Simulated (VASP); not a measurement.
Here is the system:

```
Fe
1.0
   -1.43500     1.43500     1.43500
    1.43500    -1.43500     1.43500
    1.43500     1.43500    -1.43500
Fe
1
Direct
  0.00000   0.00000   0.00000
```
Starting moments (μB, in the order of the record's atoms Fe): 2.5.

These are r2SCAN meta-GGA, VASP's PBE PAW potentials (set 64) (plane waves; VASP 6.6.1) values and carry that method's errors. Numerical set-up: 400 eV cut-off, 16×16×16 Γ-centred mesh, first-order Methfessel-Paxton smearing of 0.10 eV, potentials Fe.

**Question.** The ions, cell shape and volume are relaxed. Predict the relaxed structure.

**Answer.** 
```
Fe
1.0
   -1.42737     1.42737     1.42737
    1.42737    -1.42737     1.42737
    1.42737     1.42737    -1.42737
Fe
1
Cartesian
  0.00000   0.00000   0.00000
```
Space group Im-3m (229), at a tolerance of 0.03 Å. The cell ends with 2.59 μB, on the sites 2.66 μB.

**Question.** How do energy and volume change from the first to the last step?

**Answer.** The energy (σ→0) changes by -1.6 meV/atom and the volume by -1.6 %, in 3 ionic steps.

| step | E(σ→0) (eV) | max force (eV/Å) | pressure (GPa) | volume (Å³) |
|---|---|---|---|---|
| 1 | -14.3560 | 0.000 | -2.34 | 11.82 |
| 2 | -14.3572 | 0.000 | 1.86 | 11.53 |
| 3 | -14.3577 | 0.000 | 0.02 | 11.63 |

The compound is Fe in the bcc structure. This run relaxes it. Symmetry was kept, so distortions that lower it aren't found.
